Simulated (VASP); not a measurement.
ZnSe:

```
Zn Se
1.0
     0.00000    2.83380    2.83380
     2.83380    0.00000    2.83380
     2.83380    2.83380    0.00000
Zn Se
1 1
Direct
  0.00000 0.00000 0.00000
  0.25000 0.25000 0.25000
```

| Item | Value |
| --- | --- |
| Program | VASP 6.6.1 |
| Task | relaxation of cell and atoms |
| Functional | LDA |
| Potentials or basis | VASP PAW LDA potentials, release 64 (Zn, Se) |
| Cutoff | 520 eV |
| k mesh | 10 × 10 × 10 |
| Occupations | gaussian, width 0.02 eV |
| Spin | no spin polarisation |

At the start: pressure -3.1 GPa; volume 22.76 Å³/atom.

Q: Where does the relaxation end?

A: Over 3 steps the energy falls by 10.8 meV/atom and the volume is 21.68 Å³/atom (-4.7 %); space group F-43m (No. 216, to 0.05 Å).

The path:
| step | energy change (eV) | largest force (eV/Å) | pressure (GPa) | volume (Å³) |
| --- | --- | --- | --- | --- |
| 1 | 0.0000 | 0.0000 | -3.09 | 45.51 |
| 2 | -0.0192 | 0.0000 | 1.16 | 42.68 |
| 3 | -0.0217 | 0.0000 | 0.00 | 43.36 |

Final structure:
```
Zn Se
1.0
     0.00000    2.78840    2.78840
     2.78840    0.00000    2.78840
     2.78840    2.78840    0.00000
Zn Se
1 1
Direct
  0.00000 0.00000 0.00000
  0.25000 0.25000 0.25000
```
